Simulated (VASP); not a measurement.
OSZICAR of a VASP run on RhAl (relaxed from the NiAs type structure, space group P6_3/mmc):

### OSZICAR
```
       N       E                     dE             d eps       ncg     rms          rms(c)
DAV:   1     0.266991228417E+03    0.26699E+03   -0.18565E+04  2488   0.135E+03
DAV:   2    -0.178841672309E+02   -0.28488E+03   -0.27674E+03  2328   0.399E+02
DAV:   3    -0.260984548049E+02   -0.82143E+01   -0.80450E+01  2514   0.691E+01
DAV:   4    -0.261931459143E+02   -0.94691E-01   -0.94648E-01  2372   0.754E+00
DAV:   5    -0.261946535783E+02   -0.15077E-02   -0.15076E-02  2508   0.975E-01    0.128E+01
DAV:   6    -0.254905572830E+02    0.70410E+00   -0.84893E+00  2328   0.244E+01    0.415E+00
DAV:   7    -0.251999406899E+02    0.29062E+00   -0.19234E+00  2250   0.114E+01    0.313E+00
DAV:   8    -0.251357390896E+02    0.64202E-01   -0.17109E-01  2322   0.374E+00    0.579E-01
DAV:   9    -0.251337783203E+02    0.19608E-02   -0.43858E-03  2516   0.435E-01    0.203E-01
DAV:  10    -0.251337169079E+02    0.61412E-04   -0.15448E-03  2340   0.367E-01    0.869E-02
DAV:  11    -0.251336165116E+02    0.10040E-03   -0.51676E-04  2244   0.207E-01    0.231E-02
DAV:  12    -0.251336133278E+02    0.31837E-05   -0.12427E-05  2396   0.239E-02    0.210E-03
DAV:  13    -0.251336134970E+02   -0.16920E-06   -0.27391E-07  1266   0.379E-03
   1 F= -.25133613E+02 E0= -.25133219E+02  d E =-.251336E+02
       N       E                     dE             d eps       ncg     rms          rms(c)
DAV:   1    -0.251454751849E+02   -0.11862E-01   -0.35489E-01  2190   0.503E+00    0.595E-01
DAV:   2    -0.251368317554E+02    0.86434E-02   -0.12260E-02  2346   0.986E-01    0.243E-01
DAV:   3    -0.251350986517E+02    0.17331E-02   -0.42935E-03  2362   0.468E-01    0.600E-02
DAV:   4    -0.251350972990E+02    0.13527E-05   -0.20891E-04  2488   0.977E-02    0.356E-02
DAV:   5    -0.251350908304E+02    0.64685E-05   -0.40495E-05  2376   0.550E-02    0.937E-03
DAV:   6    -0.251350913128E+02   -0.48236E-06   -0.93660E-06  1948   0.262E-02
   2 F= -.25135091E+02 E0= -.25134860E+02  d E =-.147782E-02
       N       E                     dE             d eps       ncg     rms          rms(c)
DAV:   1    -0.251387482375E+02   -0.36574E-02   -0.11378E-01  2190   0.285E+00    0.335E-01
DAV:   2    -0.251359872603E+02    0.27610E-02   -0.38932E-03  2346   0.556E-01    0.142E-01
DAV:   3    -0.251353824096E+02    0.60485E-03   -0.14309E-03  2386   0.264E-01    0.309E-02
DAV:   4    -0.251353807370E+02    0.16726E-05   -0.10184E-04  2392   0.728E-02    0.240E-02
DAV:   5    -0.251353773680E+02    0.33690E-05   -0.17058E-05  2316   0.378E-02    0.530E-03
DAV:   6    -0.251353776651E+02   -0.29716E-06   -0.23328E-06  1542   0.128E-02
   3 F= -.25135378E+02 E0= -.25135223E+02  d E =-.176417E-02
```

Which electronic solver shows in the log?

It is blocked Davidson (ALGO = Normal, or the opening steps of other solvers). The INCAR had ALGO = Normal.

Can the final energy be trusted as converged?

Self-consistency was reached. It stopped with EDIFF = 1E-6, NELM = 100, NSW = 60 and EDIFFG = -0.02 after 3 ionic steps (PBE GGA, plane waves, VASP's PBE PAW potentials (set 64)).

The structure was generated: RhAl was put into the NiAs type type (P6_3/mmc), which need not be its known phase. This run relaxes it. Symmetry was kept, so distortions that lower it aren't found. The start is the result of an earlier pass.
